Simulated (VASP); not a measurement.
The system is NbH2.

```
Nb H
1.0
     0.00000    2.28150    2.28150
     2.28150    0.00000    2.28150
     2.28150    2.28150    0.00000
Nb H
1 2
Cartesian
  0.0000 0.0000 0.0000
  1.1407 1.1407 1.1407
  3.4223 3.4223 3.4223
```

* Program: VASP 6.6.1
* Task: relaxation of cell and atoms
* Functional: LDA
* Potentials or basis: VASP PAW LDA potentials, release 64 (Nb_sv, H)
* Cutoff: 600 eV
* k mesh: 8 × 8 × 8
* Occupations: gaussian, width 0.1 eV
* Spin: no spin polarisation

At the start: pressure -8.1 GPa; volume 7.92 Å³/atom.

Where does the relaxation end?

Over 3 steps the energy falls by 8.9 meV/atom and the volume is 7.58 Å³/atom (-4.3 %); space group Fm-3m (No. 225, to 0.05 Å).

The path:
```csv
step,energy change (eV),largest force (eV/Å),pressure (GPa),volume (Å³)
1,0.0000,0.0000,-8.12,23.75
2,-0.0237,0.0000,2.98,22.40
3,-0.0267,0.0000,-0.02,22.73
```

Final structure:
```yaml
crystal:
  lattice:
    - [0.00000, 2.24824, 2.24824]
    - [2.24824, 0.00000, 2.24824]
    - [2.24824, 2.24824, 0.00000]
  atoms:
    - { symbol: Nb, position: [0.00000, 0.00000, 0.00000] }
    - { symbol: H, position: [0.25000, 0.25000, 0.25000] }
    - { symbol: H, position: [0.75000, 0.75000, 0.75000] }
```
